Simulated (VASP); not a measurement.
Calculation: PBE GGA, VASP's PBE PAW potentials (set 64) (plane waves; VASP).

VASP input:

**INCAR**
```
ALGO=Normal
EDIFF=1E-6
ENCUT=400
GGA=PE
ISIF=2
ISMEAR=1
LASPH=.TRUE.
LCHARG=.FALSE.
LMAXMIX=6
LREAL=.FALSE.
LWAVE=.FALSE.
NELM=100
PREC=Accurate
SIGMA=0.1
SYSTEM=Ir
```

File KPOINTS:
```
Automatic mesh
0
Gamma
15 15 15
0 0 0
```

### POSCAR
```
Ir
1
    0.0000000000     1.9584000000     1.9584000000
    1.9584000000     0.0000000000     1.9584000000
    1.9584000000     1.9584000000     0.0000000000
Ir
1
Direct
  0.0000000000   0.0000000000   0.0000000000
```

POTCAR, in this order: Ir (PBE.64 set). Program: vasp_std.

Question: What will the output report for the number of irreducible k-points (NKPTS), number of bands (NBANDS), largest plane-wave count, number of space-group operations, FFT grid (NGX, NGY, NGZ)?

Answer: 
```
Item                                          Result
--------------------------------------  ------------
number of irreducible k-points (NKPTS)           120
number of bands (NBANDS)                           8
largest plane-wave count                         290
number of space-group operations                  48
FFT grid (NGX, NGY, NGZ)                18 × 18 × 18
```

The compound is Ir in the fcc structure. The cell was not relaxed at this level. The run is one of a series of settings (KPOINTS 15×15×15 Γ-centred mesh against the base run), some of them coarse on purpose.
